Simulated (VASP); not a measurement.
**NbRh: accuracy against cost in the precision settings and SCF solver**

How sensitive are energy, pressure and forces of NbRh to the precision settings and SCF solver? The atoms are off their equilibrium sites, so that forces can be compared too. The series runs use r2SCAN. The precision settings tried: PREC = Low; PREC = Medium; PREC = Normal; PREC = Single; PREC = Accurate; LREAL = Auto; ADDGRID = .TRUE.; LASPH = .FALSE.. The SCF solver tried: ALGO = Normal; ALGO = Fast; ALGO = VeryFast; ALGO = All; ALGO = Damped; AMIX = 0.1, BMIX = 0.01; AMIX = 0.8; IMIX = 1, AMIX = 0.2. Left out of this account: at least 1 further run (self-consistent run: it ended just at its time limit, and its output was not read). The atoms of the start are displaced at random from the sites of a P4/mmm cell.

Method: r2SCAN; plane waves and PAW (Nb_sv, Rh_pv), in VASP 6.6.1.

Report form: the programs' logs are mostly left out.

### Step 1. The starting structure

The structure is monoclinic, space group Pm (No. 6). That holds within 0.01 Å; VASP, at its tighter tolerance, finds 1 operation. The conventional cell has a = 2.842 Å, b = 2.842 Å, c = 3.809 Å, α = 90.00°, β = 90.00°, γ = 90.00°. Nb has 8 Rh at 2.69 to 2.85 Å and 4 Nb at 2.84 Å nearest. Rh has 8 Nb at 2.69 to 2.85 Å and 4 Rh at 2.84 Å nearest. Farther neighbours are not listed. That group holds within 0.01 Å; judged at 0.001 Å it is P1 (No. 1).

### Step 2. Precision settings: PREC = Low

PREC sets the FFT grids, and LREAL, ADDGRID and LASPH trade speed for accuracy. r2SCAN adds the kinetic-energy density, costs more than a GGA and is run with LASPH.

Input file INCAR:

```
SYSTEM = NbRh
PREC = Low
ENCUT = 400
EDIFF = 1E-06
NELM = 100
ISMEAR = -1
SIGMA = 0.05
LREAL = .FALSE.
ALGO = Normal
METAGGA = R2SCAN
LASPH = .TRUE.
NBANDS = 20
LORBIT = 11
LWAVE = .FALSE.
LCHARG = .FALSE.
KPAR = 2
ISIF = 2
```

Input file POSCAR:

```
NbRh
1.0
    2.8420000000      0.0000000000      0.0000000000
    0.0000000000      2.8420000000      0.0000000000
    0.0000000000      0.0000000000      3.8090000000
Nb Rh
1 1
Direct
   -0.0020350000     -0.0060010000      0.0000780000
    0.4988610000      0.5143270000      0.4827320000
```

Input file KPOINTS:

```
Automatic mesh
0
Gamma
8 8 6
0 0 0
```

PAW data sets: Nb_sv and Rh_pv (PBE family, release 64).

Started as:

```bash
> mpirun -np 2 vasp_std
```

The job ended after 1.9 min (2 MPI ranks of AMD EPYC 7R43, shared host; peak memory 0.27 GiB; 3.7 min of CPU time).

The k-mesh is coarse for a metal. The PAW data sets were made with PBE, which is usual practice but a small mismatch for other functionals.

This step gave:

```yaml
scf_cycles: 13
electrons: 28
bands: 20
irreducible_k_points: 196
symmetry_operations: 1
free_energy_toten: -49.87 eV
energy_at_zero_smearing: -49.87 eV
fermi_energy: 12.08 eV
pressure: 4.382 GPa
metallic_judged_on_the_points_sampled: yes
```

The series starts at -24.9331 eV an atom and 4.38 GPa, after 13 cycles in 1.9 min.

### Step 3. Precision settings: PREC = Medium

INCAR: that of step 2 with these lines changed.

```diff
@@ -1,3 +1,3 @@
 SYSTEM = NbRh
-PREC = Low
+PREC = Medium
 ENCUT = 400
```

POSCAR is that of step 2.

KPOINTS is that of step 2.

Started as:

```bash
> mpirun -np 2 vasp_std
```

The job ended after 1.8 min (2 MPI ranks; peak memory 0.28 GiB).

Against the first of the series the energy moves by +3.52 meV an atom and the pressure by -0.32 GPa, after 13 cycles in 1.8 min.

### Step 4. Precision settings: PREC = Normal

INCAR: that of step 3 with these lines changed.

```diff
@@ -1,3 +1,3 @@
 SYSTEM = NbRh
-PREC = Medium
+PREC = Normal
 ENCUT = 400
```

POSCAR is that of step 3.

KPOINTS is that of step 3.

Started as:

```bash
> mpirun -np 2 vasp_std
```

Run time: 2.4 min. Hardware: 2 MPI ranks; peak memory 0.31 GiB.

Against the first of the series the energy moves by +3.57 meV an atom and the pressure by -0.35 GPa, after 13 cycles in 2.4 min.

### Step 5. Precision settings: PREC = Single

INCAR: that of step 4 with these lines changed.

```diff
@@ -1,3 +1,3 @@
 SYSTEM = NbRh
-PREC = Normal
+PREC = Single
 ENCUT = 400
```

POSCAR is that of step 4.

KPOINTS is that of step 4.

Started as:

```bash
> mpirun -np 2 vasp_std
```

Wall time 4.4 min (2 MPI ranks); peak memory 0.29 GiB; 8.6 min of CPU time.

Against the first of the series the energy moves by +3.46 meV an atom and the pressure by -0.31 GPa, after 13 cycles in 4.4 min.

### Step 6. Precision settings: PREC = Accurate

INCAR: that of step 5 with these lines changed.

```diff
@@ -1,3 +1,3 @@
 SYSTEM = NbRh
-PREC = Single
+PREC = Accurate
 ENCUT = 400
```

POSCAR is that of step 5.

KPOINTS is that of step 5.

Started as:

```bash
> mpirun -np 2 vasp_std
```

The job ended after 4.9 min (2 MPI ranks; peak memory 0.33 GiB).

Against the first of the series the energy moves by +3.47 meV an atom and the pressure by -0.34 GPa, after 13 cycles in 4.9 min.

### Step 7. Precision settings: LREAL = Auto

INCAR: that of step 6 with these lines changed.

```diff
@@ -7,3 +7,3 @@
 SIGMA = 0.05
-LREAL = .FALSE.
+LREAL = Auto
 ALGO = Normal
```

POSCAR is that of step 6.

KPOINTS is that of step 6.

Started as:

```bash
> mpirun -np 2 vasp_std
```

Wall time 5.1 min (2 MPI ranks); peak memory 0.29 GiB; 10 min of CPU time.

Against PREC = Accurate, on which this run builds, the energy moves by -0.07 meV an atom while the pressure stays within 0.01 GPa, after 13 cycles in 5.1 min.

### Step 8. Precision settings: ADDGRID on

INCAR: that of step 7 with these lines changed.

```diff
@@ -7,3 +7,3 @@
 SIGMA = 0.05
-LREAL = Auto
+LREAL = .FALSE.
 ALGO = Normal
@@ -17 +17,2 @@
 ISIF = 2
+ADDGRID = .TRUE.
```

POSCAR is that of step 7.

KPOINTS is that of step 7.

Started as:

```bash
> mpirun -np 2 vasp_std
```

The job ended after 3.6 min (2 MPI ranks; peak memory 0.42 GiB).

Against PREC = Accurate, on which this run builds, the energy stays within 0.01 meV an atom and the pressure within 0.01 GPa, after 13 cycles in 3.6 min.

### Step 9. Precision settings: LASPH off

INCAR: that of step 8 with these lines changed.

```diff
@@ -10,3 +10,3 @@
 METAGGA = R2SCAN
-LASPH = .TRUE.
+LASPH = .FALSE.
 NBANDS = 20
@@ -17,2 +17 @@
 ISIF = 2
-ADDGRID = .TRUE.
```

POSCAR is that of step 8.

KPOINTS is that of step 8.

Started as:

```bash
> mpirun -np 2 vasp_std
```

Elapsed: 2.9 min, on 2 MPI ranks; peak memory 0.33 GiB; 5.7 min of CPU time.

Against PREC = Accurate, on which this run builds, the energy moves by +8.21 meV an atom while the pressure stays within 0.01 GPa, after 13 cycles in 2.9 min.

### Step 10. The precision settings series as a table

This step: convergence of r2SCAN results with the precision; plane waves and PAW (VASP 6.6.1).

This step runs nothing: it gathers the runs above.

Differences are taken from the run with PREC = Normal; the rows on LREAL, ADDGRID and LASPH hold PREC = Accurate and are best read against that row. Results of the series, by row:

```csv
setting,status,energy less the reference (meV/atom),pressure (GPa),largest force difference (meV/Å),SCF cycles,wall time (s)
PREC = Low,converged,-3.567,4.382,52.62,13,111
PREC = Medium,converged,-0.04566,4.064,12.15,13,108
PREC = Normal,converged,0,4.032,0,13,142
PREC = Single,converged,-0.1088,4.069,11.97,13,261.1
PREC = Accurate,converged,-0.09445,4.046,1.143,13,291.1
LREAL = Auto,converged,-0.1629,4.051,1.603,13,304.1
ADDGRID = .TRUE.,converged,-0.09125,4.047,1.193,13,218
LASPH = .FALSE.,converged,8.118,4.048,3.756,13,173
```

### Step 11. SCF solver: ALGO = Normal

This step: r2SCAN; plane waves and PAW (Nb_sv, Rh_pv) (VASP 6.6.1).

All solvers should reach one answer; they differ in cycles and robustness.

INCAR: that of step 9 with these lines changed.

```diff
@@ -10,3 +10,3 @@
 METAGGA = R2SCAN
-LASPH = .FALSE.
+LASPH = .TRUE.
 NBANDS = 20
```

POSCAR is that of step 9.

KPOINTS is that of step 9.

Started as:

```bash
> mpirun -np 2 vasp_std
```

Run time: 2.6 min. Hardware: 2 MPI ranks; peak memory 0.33 GiB; 5.1 min of CPU time.

Numbers from this step:

```yaml
free_energy_toten: -49.87 eV
energy_at_zero_smearing: -49.86 eV
pressure: 4.046 GPa
```

The series starts at -24.9297 eV an atom and 4.05 GPa, after 13 cycles in 2.6 min.

### Step 12. SCF solver: ALGO = Fast

INCAR: that of step 11 with these lines changed.

```diff
@@ -8,3 +8,3 @@
 LREAL = .FALSE.
-ALGO = Normal
+ALGO = Fast
 METAGGA = R2SCAN
```

POSCAR is that of step 11.

KPOINTS is that of step 11.

Started as:

```bash
> mpirun -np 2 vasp_std
```

It took 6.9 min on 2 MPI ranks; peak memory 0.32 GiB; 14 min of CPU time.

Against the first of the series the energy stays within 0.01 meV an atom; the pressure moves by +0.02 GPa, after 22 cycles in 6.9 min.

### Step 13. SCF solver: ALGO = All

INCAR: that of step 12 with these lines changed.

```diff
@@ -8,3 +8,3 @@
 LREAL = .FALSE.
-ALGO = Fast
+ALGO = All
 METAGGA = R2SCAN
```

POSCAR is that of step 12.

KPOINTS is that of step 12.

Started as:

```bash
> mpirun -np 2 vasp_std
```

Run time: 12 min. Hardware: 2 MPI ranks; peak memory 0.47 GiB.

Against the first of the series the energy stays within 0.01 meV an atom; the pressure moves by +0.04 GPa, after 30 cycles in 12 min.

### Step 14. SCF solver: ALGO = Damped

INCAR: that of step 13 with these lines changed.

```diff
@@ -8,3 +8,3 @@
 LREAL = .FALSE.
-ALGO = All
+ALGO = Damped
 METAGGA = R2SCAN
```

POSCAR is that of step 13.

KPOINTS is that of step 13.

Started as:

```bash
> mpirun -np 2 vasp_std
```

The job ended after 14 min (2 MPI ranks; peak memory 0.47 GiB).

The run was stopped at its time limit, by a STOPCAR file.

More ranks or a longer limit might have been enough; this was not tried.

### Step 15. SCF solver: AMIX = 0.1, BMIX = 0.01

INCAR: that of step 14 with these lines changed.

```diff
@@ -8,3 +8,3 @@
 LREAL = .FALSE.
-ALGO = Damped
+ALGO = Normal
 METAGGA = R2SCAN
@@ -17 +17,3 @@
 ISIF = 2
+AMIX = 0.1
+BMIX = 0.01
```

POSCAR is that of step 14.

KPOINTS is that of step 14.

Started as:

```bash
> mpirun -np 2 vasp_std
```

Elapsed: 6.5 min, on 2 MPI ranks; peak memory 0.33 GiB; 13 min of CPU time.

Against the first of the series the energy stays within 0.01 meV an atom and the pressure within 0.01 GPa, after 18 cycles in 6.5 min.

### Step 16. SCF solver: AMIX = 0.8

INCAR: that of step 15 with these lines changed.

```diff
@@ -17,3 +17,2 @@
 ISIF = 2
-AMIX = 0.1
-BMIX = 0.01
+AMIX = 0.8
```

POSCAR is that of step 15.

KPOINTS is that of step 15.

Started as:

```bash
> mpirun -np 2 vasp_std
```

Run time: 5.5 min. Hardware: 2 MPI ranks; peak memory 0.33 GiB; 11 min of CPU time.

Against the first of the series the energy stays within 0.01 meV an atom; the pressure moves by -0.02 GPa, after 16 cycles in 5.5 min.

### Step 17. SCF solver: IMIX = 1, AMIX = 0.2

INCAR: that of step 16 with these lines changed.

```diff
@@ -17,2 +17,3 @@
 ISIF = 2
-AMIX = 0.8
+IMIX = 1
+AMIX = 0.2
```

POSCAR is that of step 16.

KPOINTS is that of step 16.

Started as:

```bash
> mpirun -np 2 vasp_std
```

Run time: 13 min. Hardware: 2 MPI ranks; peak memory 0.32 GiB.

Against the first of the series the energy stays within 0.01 meV an atom; the pressure moves by -0.01 GPa, after 37 cycles in 13 min.

### Step 18. The SCF solver series as a table

This step: convergence of r2SCAN results with the solver; plane waves and PAW (VASP 6.6.1).

Derived from the runs above.

Differences are taken from the run with ALGO = Normal. Results of the series, by row:

| setting | status | energy less the reference (meV/atom) | pressure (GPa) | largest force difference (meV/Å) | SCF cycles | wall time (s) |
| --- | --- | --- | --- | --- | --- | --- |
| ALGO = Normal | converged | 0 | 4.046 | 0 | 13 | 155 |
| ALGO = Fast | converged | 2.95e-4 | 4.068 | 0.496 | 22 | 413.1 |
| ALGO = VeryFast | timeout | - | - | - | - | 812.2 |
| ALGO = All | converged | 0.001 | 4.086 | 0.283 | 30 | 720.2 |
| ALGO = Damped | timeout | - | - | - | - | 850.3 |
| AMIX = 0.1, BMIX = 0.01 | converged | -5.10e-4 | 4.049 | 0.362 | 18 | 392.1 |
| AMIX = 0.8 | converged | 2.50e-5 | 4.028 | 0.242 | 16 | 327.1 |
| IMIX = 1, AMIX = 0.2 | converged | 0.001575 | 4.04 | 0.303 | 37 | 785.2 |

### Step 19. Outcome

```
spread of the pressure over the precision settings : 0.350 GPa
spread of the energy over the precision settings   : 11.7 meV/atom
fewest SCF cycles                                  : ALGO = Normal (13)
most SCF cycles among converged runs               : IMIX = 1, AMIX = 0.2 (37)
spread of the pressure over the SCF solver         : 0.0585 GPa
spread of the energy over the SCF solver           : 0.00209 meV/atom
```

**Reading.** Among the precision settings, LASPH = .FALSE. moves the energy most against PREC = Accurate (+8.2 meV an atom), and PREC = Low the pressure (+0.34 GPa). The fastest converged run is PREC = Medium, at 1.8 min against 4.9 min; on a shared host such times are rough. All SCF solvers that converged agree within 0.05 meV an atom. No setting beats the 2.6 min of ALGO = Normal by a fifth or more; the slowest converged run is IMIX = 1, AMIX = 0.2, at 13 min. On a shared host such times are rough. ALGO = VeryFast and ALGO = Damped did not finish or converge.

[Lines on the potential files, build, host, timing and source positions are cut from VASP's logs without a mark.]

[Logs are printed without paths, hosts, clocks, repeated set-up lines and the standing remarks that a program may print on its own settings, such as how far it seeks lower states.]

[Hosts, paths, dates, database ids (printed as entryN), source tags and the programs' standing remarks are cut or masked in the printed files.]

[A measured line is paired with the nearest computed mode of its activity, which favours agreement.]

[In band tables of VASP the shares of atoms and orbitals are scaled to a sum of 1 inside the atoms' spheres.]
